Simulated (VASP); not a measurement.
An input for Quantum ESPRESSO's pw.x (written as the equivalent of a VASP run, and not itself run):

```
&CONTROL
  calculation = 'vc-relax'
  pseudo_dir = './pseudo'
  outdir = './out'
  tprnfor = .true.
  tstress = .true.
  nstep = 60
  forc_conv_thr = 0.00039
/
&SYSTEM
  ibrav = 0
  nat = 1
  ntyp = 1
  ecutwfc = 82
  occupations = 'smearing'
  smearing = 'methfessel-paxton'
  degauss = 0.00735
  input_dft = 'vdw-df2'
/
&ELECTRONS
  conv_thr = 7.3e-08
  electron_maxstep = 100
/
&IONS
/
&CELL
/
ATOMIC_SPECIES
  Nb 92.906 Nb.upf
CELL_PARAMETERS angstrom
    -1.6891904    1.6891904    1.6891904
     1.6891904   -1.6891904    1.6891904
     1.6891904    1.6891904   -1.6891904
ATOMIC_POSITIONS crystal
  Nb   0.0000000  0.0000000  0.0000000
K_POINTS automatic
  14 14 14 0 0 0
```

Question: Write the VASP files for the same calculation (vdW-DF2).

Answer: One answer among several that fit: 
### INCAR
```
AGGAC = 0.0
ALGO = Normal
EDIFF = 1E-6
EDIFFG = -0.01
ENCUT = 520
GGA = ML
IBRION = 2
ISIF = 3
ISMEAR = 1
LASPH = T
LCHARG = F
LMAXMIX = 4
LREAL = F
LUSE_VDW = T
LWAVE = F
NELM = 100
NSW = 60
PREC = Accurate
SIGMA = 0.1
SYSTEM = Nb
ZAB_VDW = -1.8867
```

### POSCAR
```
Nb
1
   -1.6891903867     1.6891903867     1.6891903867
    1.6891903867    -1.6891903867     1.6891903867
    1.6891903867     1.6891903867    -1.6891903867
Nb
1
Direct
  0.0000000000   0.0000000000   0.0000000000
```

### KPOINTS
```
Automatic mesh
0
Gamma
  14 14 14
```

POTCAR, in this order: Nb_sv (PBE.64 set). Program: vasp_std.

Limits of the translation: the potentials are each code's own (VASP's PAW set, PseudoDojo norm-conserving files in pw.x), so ENCUT and ecutwfc are chosen apart and not converted; conv_thr bounds pw.x's estimated SCF error, while EDIFF bounds the energy change between steps; forc_conv_thr acts on force components and is met together with etot_conv_thr.

The compound is Nb in the bcc structure. It was relaxed first, which changed the volume by +7 %. The start is the result of an earlier pass.
